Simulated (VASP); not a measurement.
Here is the system:

```
LiF
1.0
    0.00000     1.95977     1.95977
    1.95977     0.00000     1.95977
    1.95977     1.95977     0.00000
Li F
1 1
Direct
  0.00000   0.00000   0.00000
  0.50000   0.50000   0.50000
```

Method: PBE GGA, VASP's PBE PAW potentials (set 64) (plane waves; VASP 6.6.1). Run with PREC = Normal, 500 eV cut-off, 4×4×4 Γ-centred mesh, Gaussian smearing of 0.010 eV, potentials Li_sv_GW F_GW_new.

Task: Give the stress tensor in GPa (positive for a compressed cell).

Result: 
```
1.17  0.00  0.00
0.00  1.17  0.00
0.00  0.00  1.17
```
The pressure is its mean diagonal, 1.17 GPa.

The compound is LiF in the rock salt structure. This cell is one point of a volume scan, at 0.92 of the reference volume. The k-mesh is coarse (spacing up to 0.69 per Å, 2π included), so the numbers may not be converged in it.
